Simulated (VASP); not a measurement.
VASP input:

### INCAR
```
SYSTEM = PtTe2
PREC = Accurate; ENCUT = 400; LREAL = .False.
LASPH = .True.
EDIFF = 1E-6; NELM = 100; ALGO = Normal
LMAXMIX = 6
ISMEAR = 1; SIGMA = 0.1
IBRION = 2; NSW = 60; ISIF = 3
EDIFFG = -0.02
LWAVE = .False.; LCHARG = .False.
```

POSCAR:
```
PtTe2
1
    2.0082945719    -3.4784678617    -0.0000000000
    2.0082945719     3.4784678617     0.0000000000
    0.0000000000     0.0000000000     5.1395003973
Te Pt
2 1
Direct
  0.3333330000   0.6666670000   0.2614884291
  0.6666670000   0.3333330000   0.7385115709
  0.0000000000   1.0000000000   1.0000000000
```

**KPOINTS**
```
Automatic mesh
0
G
8 8 6
```

POTCAR, in this order: Te Pt (LDA.64 set). Program: vasp_std.

Write an equivalent input for Quantum ESPRESSO's pw.x.

One equivalent input (not run):
```
&CONTROL
  calculation = 'vc-relax'
  pseudo_dir = './pseudo'
  outdir = './out'
  tprnfor = .true.
  tstress = .true.
  nstep = 60
  forc_conv_thr = 0.00078
/
&SYSTEM
  ibrav = 0
  nat = 3
  ntyp = 2
  ecutwfc = 84
  occupations = 'smearing'
  smearing = 'methfessel-paxton'
  degauss = 0.00735
  input_dft = 'pz'
/
&ELECTRONS
  conv_thr = 7.3e-08
  electron_maxstep = 100
/
&IONS
/
&CELL
/
ATOMIC_SPECIES
  Te 127.600 Te.upf
  Pt 195.084 Pt.upf
CELL_PARAMETERS angstrom
     2.0082946   -3.4784679   -0.0000000
     2.0082946    3.4784679    0.0000000
     0.0000000    0.0000000    5.1395004
ATOMIC_POSITIONS crystal
  Te   0.3333330  0.6666670  0.2614884
  Te   0.6666670  0.3333330  0.7385116
  Pt   0.0000000  1.0000000  1.0000000
K_POINTS automatic
  8 8 6 0 0 0
```
The two are equivalent in intent, not identical: the potentials are each code's own (VASP's PAW set, PseudoDojo norm-conserving files in pw.x), so ENCUT and ecutwfc are chosen apart and not converted; conv_thr bounds pw.x's estimated SCF error, while EDIFF bounds the energy change between steps; forc_conv_thr acts on force components and is met together with etot_conv_thr.

The compound is PtTe2 in the 1T layered structure. This run relaxes it. Symmetry was kept, so distortions that lower it aren't found. The start is the result of an earlier pass.
